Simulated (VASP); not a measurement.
# GeRh (relaxed from the CsCl structure, space group Pm-3m): computed properties

These are PBEsol GGA, VASP's PBE PAW potentials (set 64) (plane waves; VASP 6.6.1) values and carry that method's errors.

- space group: Pm-3m (221)
- cell: a = b = c = 3.0323 Å, α = β = γ = 90.00°
- volume per atom: 13.94 Å³/atom
- band gap (over mesh and band path): none (metal, semimetal or under 0.01 eV)
- density: 10.45 g/cm³

```
CELL_PARAMETERS angstrom
      3.03226     0.00000     0.00000
      0.00000     3.03226     0.00000
      0.00000     0.00000     3.03226
ATOMIC_POSITIONS crystal
  Rh 0.00000 0.00000 0.00000
  Ge 0.50000 0.50000 0.50000
```

The structure was generated: GeRh was put into the CsCl type (Pm-3m), which need not be its known phase. It was relaxed first. Symmetry was kept, so distortions that lower it aren't found. The electron count is odd and the run is not spin-polarised, which forces a metal.
